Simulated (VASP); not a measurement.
Output of a VASP run:

OSZICAR:
```
...
       N       E                     dE             d eps       ncg     rms          rms(c)
DAV:   1    -0.373670269983E+03   -0.98816E-05   -0.87715E-03   376   0.271E-01    0.149E-02
RMM:   2    -0.373670285329E+03   -0.15346E-04   -0.19444E-04   321   0.373E-02    0.671E-03
RMM:   3    -0.373670284620E+03    0.70864E-06   -0.10596E-05   196   0.926E-03    0.477E-03
RMM:   4    -0.373670283934E+03    0.68578E-06   -0.39261E-06   195   0.453E-03
   9 F= -.37367028E+03 E0= -.37367028E+03  d E =-.475590E-01
       N       E                     dE             d eps       ncg     rms          rms(c)
DAV:   1    -0.373674372885E+03   -0.40883E-02   -0.15743E+00   360   0.364E+00    0.178E-01
RMM:   2    -0.373677160712E+03   -0.27878E-02   -0.33088E-02   324   0.493E-01    0.891E-02
RMM:   3    -0.373677044713E+03    0.11600E-03   -0.16742E-03   325   0.120E-01    0.650E-02
RMM:   4    -0.373676894054E+03    0.15066E-03   -0.81079E-04   325   0.670E-02    0.207E-02
RMM:   5    -0.373676885627E+03    0.84274E-05   -0.61527E-05   288   0.193E-02
  10 F= -.37367689E+03 E0= -.37367689E+03  d E =-.660169E-02
       N       E                     dE             d eps       ncg     rms          rms(c)
DAV:   1    -0.373676932872E+03   -0.38817E-04   -0.23546E-01   392   0.141E+00    0.684E-02
RMM:   2    -0.373677363285E+03   -0.43041E-03   -0.50337E-03   324   0.192E-01    0.359E-02
RMM:   3    -0.373677346789E+03    0.16497E-04   -0.25679E-04   325   0.467E-02    0.264E-02
RMM:   4    -0.373677323975E+03    0.22813E-04   -0.12977E-04   315   0.269E-02    0.878E-03
RMM:   5    -0.373677322318E+03    0.16573E-05   -0.10066E-05   195   0.765E-03
  11 F= -.37367732E+03 E0= -.37367732E+03  d E =-.703838E-02
       N       E                     dE             d eps       ncg     rms          rms(c)
DAV:   1    -0.373677485166E+03   -0.16119E-03   -0.90055E-01   352   0.274E+00    0.135E-01
RMM:   2    -0.373679062412E+03   -0.15772E-02   -0.18534E-02   324   0.366E-01    0.629E-02
RMM:   3    -0.373678996778E+03    0.65633E-04   -0.96144E-04   325   0.897E-02    0.438E-02
RMM:   4    -0.373678925983E+03    0.70796E-04   -0.36052E-04   325   0.443E-02    0.998E-03
RMM:   5    -0.373678926341E+03   -0.35826E-06   -0.29754E-05   216   0.134E-02
  12 F= -.37367893E+03 E0= -.37367893E+03  d E =-.160402E-02
       N       E                     dE             d eps       ncg     rms          rms(c)
DAV:   1    -0.373678942927E+03   -0.16944E-04   -0.13496E-02   392   0.335E-01    0.170E-02
RMM:   2    -0.373678965789E+03   -0.22862E-04   -0.27731E-04   322   0.447E-02    0.777E-03
RMM:   3    -0.373678964470E+03    0.13191E-05   -0.13622E-05   197   0.108E-02    0.534E-03
RMM:   4    -0.373678963261E+03    0.12087E-05   -0.47658E-06   189   0.507E-03
  13 F= -.37367896E+03 E0= -.37367896E+03  d E =-.164094E-02
       N       E                     dE             d eps       ncg     rms          rms(c)
DAV:   1    -0.373679259398E+03   -0.29493E-03   -0.13025E-01   352   0.105E+00    0.535E-02
RMM:   2    -0.373679490253E+03   -0.23085E-03   -0.28373E-03   324   0.143E-01    0.269E-02
RMM:   3    -0.373679478693E+03    0.11560E-04   -0.14524E-04   324   0.351E-02    0.194E-02
RMM:   4    -0.373679466124E+03    0.12569E-04   -0.70549E-05   294   0.195E-02    0.569E-03
RMM:   5    -0.373679465481E+03    0.64269E-06   -0.56793E-06   195   0.561E-03
  14 F= -.37367947E+03 E0= -.37367947E+03  d E =-.502220E-03
```

**OUTCAR**
```
------------------------ aborting loop because EDIFF is reached ----------------------------------------
  FORCE on cell =-STRESS in cart. coord.  units (eV):
  Direction    XX          YY          ZZ          XY          YZ          ZX
  --------------------------------------------------------------------------------------
  Total       21.3388538     21.7392556     21.4299189     -0.0784004     -0.0073665      0.0901530
  in kB       55.9274935     56.9769158     56.1661680     -0.2054815     -0.0193070      0.2362842
  external PRESSURE =      56.3568591 kB  Pullay stress =       0.0000000 kB
  volume of cell :      611.30
      direct lattice vectors                 reciprocal lattice vectors
     8.486959016  0.000000000  0.000000000     0.117827834  0.000000000  0.000000000
     0.000000000  8.486959016  0.000000000     0.000000000  0.117827834  0.000000000
     0.000000000  0.000000000  8.486959016     0.000000000  0.000000000  0.117827834
  FREE ENERGIE OF THE ION-ELECTRON SYSTEM (eV)
  ---------------------------------------------------
  free  energy   TOTEN  =      -373.6794654810 eV

  energy  without entropy=     -373.6794654810  energy(sigma->0) =     -373.67946548

 reached required accuracy - stopping structural energy minimisation
```
(Selected blocks of OUTCAR.)

### POSCAR
```
Mg33O32
1
    8.4869590160     0.0000000000     0.0000000000
    0.0000000000     8.4869590160    -0.0000000000
   -0.0000000000    -0.0000000000     8.4869590160
Mg O
33 32
Direct
  0.5000000000   0.0000000000   0.0000000000
  0.7500000000   0.2500000000   0.0000000000
  0.7500000000   0.0000000000   0.2500000000
  0.0000000000   0.0000000000   0.0000000000
  0.2500000000   0.2500000000   0.0000000000
  0.5000000000   0.5000000000   0.0000000000
  0.7500000000   0.7500000000   0.0000000000
  0.2500000000   0.0000000000   0.2500000000
  0.4971150000   0.2448860000   0.2550740000
  0.7500000000   0.5000000000   0.2500000000
  0.5000000000   0.0000000000   0.5000000000
  0.7500000000   0.2500000000   0.5000000000
  0.7500000000   0.0000000000   0.7500000000
  0.0000000000   0.5000000000   0.0000000000
  0.2500000000   0.7500000000   0.0000000000
  0.0000000000   0.2500000000   0.2500000000
  0.2463090000   0.5026630000   0.2513950000
  0.5000000000   0.7500000000   0.2500000000
  0.0000000000   0.0000000000   0.5000000000
  0.2547160000   0.2490520000   0.5006190000
  0.4993690000   0.4967270000   0.5045810000
  0.7500000000   0.7500000000   0.5000000000
  0.2500000000   0.0000000000   0.7500000000
  0.5000000000   0.2500000000   0.7500000000
  0.7500000000   0.5000000000   0.7500000000
  0.0000000000   0.7500000000   0.2500000000
  0.0000000000   0.5000000000   0.5000000000
  0.2500000000   0.7500000000   0.5000000000
  0.0000000000   0.2500000000   0.7500000000
  0.2500000000   0.5000000000   0.7500000000
  0.5000000000   0.7500000000   0.7500000000
  0.0000000000   0.7500000000   0.7500000000
  0.3764540000   0.3782920000   0.3755190000
  0.7500000000   0.2500000000   0.2500000000
  0.0000000000   0.5000000000   0.2500000000
  0.0000000000   0.2500000000   0.5000000000
  0.2475420000   0.2473510000   0.2521160000
  0.4986660000   0.4980460000   0.2501570000
  0.7500000000   0.7500000000   0.2500000000
  0.0000000000   0.0000000000   0.2500000000
  0.4949630000   0.2444420000   0.4958720000
  0.7500000000   0.5000000000   0.5000000000
  0.0000000000   0.7500000000   0.5000000000
  0.7500000000   0.2500000000   0.7500000000
  0.0000000000   0.5000000000   0.7500000000
  0.0000000000   0.2500000000   0.0000000000
  0.2500000000   0.7500000000   0.2500000000
  0.5000000000   0.0000000000   0.2500000000
  0.2513970000   0.4972140000   0.5020760000
  0.5000000000   0.7500000000   0.5000000000
  0.7500000000   0.0000000000   0.5000000000
  0.2500000000   0.2500000000   0.7500000000
  0.5000000000   0.5000000000   0.7500000000
  0.7500000000   0.7500000000   0.7500000000
  0.0000000000   0.0000000000   0.7500000000
  0.5000000000   0.2500000000   0.0000000000
  0.7500000000   0.5000000000   0.0000000000
  0.0000000000   0.7500000000   0.0000000000
  0.2500000000   0.0000000000   0.5000000000
  0.2500000000   0.7500000000   0.7500000000
  0.5000000000   0.0000000000   0.7500000000
  0.2500000000   0.5000000000   0.0000000000
  0.5000000000   0.7500000000   0.0000000000
  0.7500000000   0.0000000000   0.0000000000
  0.2500000000   0.0000000000   0.0000000000
```

Q: Write an INCAR and KPOINTS that could have produced this output.

A: One answer among several that fit: the input of the run itself, PBE GGA, plane waves, VASP's PBE PAW potentials (set 64).

**KPOINTS**
```
Regular mesh
0
G
  1 1 1
```

INCAR:
```
SYSTEM = Mg33O32
PREC = Normal
ENCUT = 400
EDIFF = 1E-5
NELM = 100
ALGO = Fast
LREAL = Auto
LASPH = .TRUE.
ISMEAR = 0
SIGMA = 0.05
GGA = PE
LWAVE = .TRUE.
LCHARG = .FALSE.
NELMIN = 4
ISYM = 0
IBRION = 2
ISIF = 2
NSW = 60
EDIFFG = -0.03
```

POTCAR, in this order: Mg O (PBE.64 set). Program: vasp_gam.

At this cut-off the stress carries a Pulay error, which pulls relaxed volumes low. The supercell is sampled at Γ alone, which is coarse: total energies, pressure and levels can be off, energies of defects by several tenths of an eV.

The cell is a supercell with a defect, built from MgO (rock salt): Mg_i. The run is not spin-polarised, so no state with unpaired spins was tried.
